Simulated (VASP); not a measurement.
The system is CdTe.

```xyz
2
Lattice="0.0000 3.2050 3.2050 3.2050 0.0000 3.2050 3.2050 3.2050 0.0000" Properties=species:S:1:pos:R:3 pbc="T T T"
Cd    0.0000    0.0000    0.0000
Te    1.6025    1.6025    1.6025
```

```yaml
Program: VASP 6.6.1
Task: relaxation of cell and atoms
Functional: PBE
Potentials_or_basis: VASP PAW PBE potentials, release 64 (Cd, Te)
Cutoff: 600 eV
k_mesh: 8 × 8 × 8
Occupations: gaussian, width 0.03 eV
Spin: no spin polarisation
```

At the start: pressure 4.4 GPa; volume 32.92 Å³/atom.

Task: Where does the relaxation end?

Result: Over 3 steps the energy falls by 42.0 meV/atom and the volume is 36.30 Å³/atom (+10.3 %); space group F-43m (No. 216, to 0.05 Å).

The path:
```
step  energy change (eV)  largest force (eV/Å)  pressure (GPa)  volume (Å³)
   1              0.0000                0.0000            4.35        65.84
   2             -0.0777                0.0000           -0.93        74.74
   3             -0.0840                0.0000            0.02        72.60
```

Final structure:
```yaml
crystal:
  lattice:
    - [0.00000, 3.31114, 3.31114]
    - [3.31114, 0.00000, 3.31114]
    - [3.31114, 3.31114, 0.00000]
  atoms:
    - { symbol: Cd, position: [0.00000, 0.00000, 0.00000] }
    - { symbol: Te, position: [0.25000, 0.25000, 0.25000] }
```

Caveat: the volume moved by +10 % from the deposited cell, more than functionals usually miss.
